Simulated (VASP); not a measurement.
All values below come from PBEsol GGA, VASP's PBE PAW potentials (set 64) (plane waves; VASP 6.6.1).

A VASP calculation is set up with these files.

INCAR:
```
EDIFFG = -0.01   # ionic stop
ENCUT = 400
ALGO = Normal
ISIF = 3   # ions, shape and volume
LCHARG = F
PREC = Accurate
GGA = PS
SIGMA = 0.05   # width (eV)
NELM = 100   # most electronic steps
SYSTEM = MgS
NSW = 60
EDIFF = 1E-6
LWAVE = F
LASPH = T   # aspherical one-centre terms
ISMEAR = 0   # Gaussian
LREAL = F
IBRION = 2   # conjugate gradients
```

KPOINTS:
```
kpoints
0
Gamma
 8 8 8
```

File POSCAR:
```
MgS
1
    0.0000000000     2.6568000000     2.6568000000
    2.6568000000     0.0000000000     2.6568000000
    2.6568000000     2.6568000000     0.0000000000
Mg S
1 1
Direct
  0.0000000000   0.0000000000   0.0000000000
  0.5000000000   0.5000000000   0.5000000000
```

POTCAR, in this order: Mg S (PBE.64 set). Program: vasp_std.

Output of the run:

**OSZICAR**
```
       N       E                     dE             d eps       ncg     rms          rms(c)
DAV:   1     0.179442408270E+02    0.17944E+02   -0.31358E+03   480   0.643E+02
DAV:   2    -0.869996940373E+01   -0.26644E+02   -0.25913E+02   688   0.962E+01
DAV:   3    -0.941784597060E+01   -0.71788E+00   -0.71788E+00   544   0.223E+01
DAV:   4    -0.942086006581E+01   -0.30141E-02   -0.30141E-02   744   0.160E+00
DAV:   5    -0.942086228959E+01   -0.22238E-05   -0.22237E-05   560   0.417E-02    0.385E+00
DAV:   6    -0.907226718864E+01    0.34860E+00   -0.92469E-01   496   0.456E+00    0.288E+00
DAV:   7    -0.902985232497E+01    0.42415E-01   -0.19999E-01   616   0.226E+00    0.186E+00
DAV:   8    -0.902644442570E+01    0.34079E-02   -0.10621E-02   544   0.824E-01    0.694E-01
DAV:   9    -0.902628068597E+01    0.16374E-03   -0.48676E-04   568   0.163E-01    0.268E-01
DAV:  10    -0.902628085697E+01   -0.17100E-06   -0.67769E-05   600   0.483E-02    0.564E-02
DAV:  11    -0.902628285116E+01   -0.19942E-05   -0.15701E-06   600   0.100E-02    0.168E-02
DAV:  12    -0.902628261583E+01    0.23533E-06   -0.12108E-07   320   0.195E-03
   1 F= -.90262826E+01 E0= -.90262826E+01  d E =-.902628E+01
       N       E                     dE             d eps       ncg     rms          rms(c)
DAV:   1    -0.930589494934E+01   -0.27961E+00   -0.48633E+00   552   0.148E+01    0.404E+00
DAV:   2    -0.909736412908E+01    0.20853E+00   -0.59347E-01   480   0.409E+00    0.118E+00
DAV:   3    -0.907467652736E+01    0.22688E-01   -0.12419E-01   504   0.199E+00    0.978E-01
DAV:   4    -0.907443571182E+01    0.24082E-03   -0.84874E-04   544   0.257E-01    0.862E-01
DAV:   5    -0.907377398719E+01    0.66172E-03   -0.64094E-04   480   0.195E-01    0.162E-01
DAV:   6    -0.907375740481E+01    0.16582E-04   -0.92229E-06   608   0.261E-02    0.555E-02
DAV:   7    -0.907375662542E+01    0.77939E-06   -0.23721E-07   328   0.468E-03
   2 F= -.90737566E+01 E0= -.90737566E+01  d E =-.474740E-01
       N       E                     dE             d eps       ncg     rms          rms(c)
DAV:   1    -0.907918840884E+01   -0.54310E-02   -0.85410E-02   528   0.190E+00    0.479E-01
DAV:   2    -0.907545788100E+01    0.37305E-02   -0.10954E-02   472   0.563E-01    0.154E-01
DAV:   3    -0.907505325541E+01    0.40463E-03   -0.22302E-03   512   0.264E-01    0.963E-02
DAV:   4    -0.907504474896E+01    0.85065E-05   -0.16663E-05   520   0.357E-02    0.825E-02
DAV:   5    -0.907502809893E+01    0.16650E-04   -0.88548E-06   488   0.229E-02    0.110E-02
DAV:   6    -0.907502844554E+01   -0.34661E-06   -0.13165E-07   232   0.324E-03
   3 F= -.90750284E+01 E0= -.90750284E+01  d E =-.487458E-01
```

OUTCAR:
```
------------------------ aborting loop because EDIFF is reached ----------------------------------------
  FORCE on cell =-STRESS in cart. coord.  units (eV):
  Direction    XX          YY          ZZ          XY          YZ          ZX
  --------------------------------------------------------------------------------------
  Total       -0.0001101     -0.0001101     -0.0001101      0.0000000      0.0000000      0.0000000
  in kB       -0.0050832     -0.0050832     -0.0050832      0.0000000      0.0000000      0.0000000
  external PRESSURE =      -0.0050832 kB  Pullay stress =       0.0000000 kB
  volume of cell :       34.70
      direct lattice vectors                 reciprocal lattice vectors
     0.000000000  2.588924268  2.588924268    -0.193130408  0.193130408  0.193130408
     2.588924268  0.000000000  2.588924268     0.193130408 -0.193130408  0.193130408
     2.588924268  2.588924268  0.000000000     0.193130408  0.193130408 -0.193130408
 POSITION                                       TOTAL-FORCE (eV/Angst)
 -----------------------------------------------------------------------------------
      0.00000      0.00000      0.00000        -0.000000      0.000000     -0.000000
      2.58892      2.58892      2.58892         0.000000     -0.000000      0.000000
 -----------------------------------------------------------------------------------
    total drift:                                0.000000      0.000000      0.000000
  FREE ENERGIE OF THE ION-ELECTRON SYSTEM (eV)
  ---------------------------------------------------
  free  energy   TOTEN  =        -9.0750284455 eV

  energy  without entropy=       -9.0750284455  energy(sigma->0) =       -9.07502845

 reached required accuracy - stopping structural energy minimisation
```
(Selected blocks of OUTCAR.)

### CONTCAR
```
MgS
   1.00000000000000
     0.0000000000000000    2.5889242683507647    2.5889242683507647
     2.5889242683507647    0.0000000000000000    2.5889242683507647
     2.5889242683507647    2.5889242683507647    0.0000000000000000
  Mg              S
     1     1
Direct
     0.0000000000000000    0.0000000000000000    0.0000000000000000
     0.5000000000000000    0.5000000000000000    0.5000000000000000
```

OUTCAR:
```
 val. band max:        3.8082828128   @ k =   0.0000   0.0000   0.0000

 cond. band min:       6.5427473579   @ k =   0.5000   0.5000   0.0000


 Fermi energy:         4.0489571528

 k-point     1 :       0.0000    0.0000    0.0000
  band No.  band energies     occupation
      1      -8.9605      2.00000
      2       3.8083      2.00000
      3       3.8083      2.00000
      4       3.8083      2.00000
      5       7.5172      0.00000
      6      11.6527      0.00000
      7      11.6527      0.00000
      8      11.6527      0.00000

 k-point     2 :       0.1250    0.0000    0.0000
  band No.  band energies     occupation
      1      -8.8042      2.00000
      2       2.7289      2.00000
      3       3.7021      2.00000
      4       3.7021      2.00000
      5       8.3211      0.00000
      6      11.3364      0.00000
      7      11.9119      0.00000
      8      11.9119      0.00000

 k-point     3 :       0.2500    0.0000    0.0000
  band No.  band energies     occupation
      1      -8.3798      2.00000
      2       0.9221      2.00000
      3       3.4714      2.00000
      4       3.4714      2.00000
      5       8.6914      0.00000
      6      11.5631      0.00000
      7      11.5631      0.00000
      8      12.1037      0.00000

 k-point     4 :       0.3750    0.0000    0.0000
  band No.  band energies     occupation
      1      -7.8579      2.00000
      2      -0.5656      2.00000
      3       3.2691      2.00000
      4       3.2691      2.00000
      5       8.3776      0.00000
      6      10.8991      0.00000
      7      10.8991      0.00000
      8      13.6762      0.00000

 k-point     5 :       0.5000    0.0000    0.0000
  band No.  band energies     occupation
      1      -7.5964      2.00000
      2      -1.1653      2.00000
      3       3.1920      2.00000
      4       3.1920      2.00000
      5       8.2303      0.00000
      6      10.6515      0.00000
      7      10.6515      0.00000
...
```

Energy and stress use the plane-wave basis of the starting cell.

The structure was generated: MgS was put into the rock salt type (Fm-3m), which need not be its known phase. This run relaxes it. Symmetry was kept, so distortions that lower it aren't found.
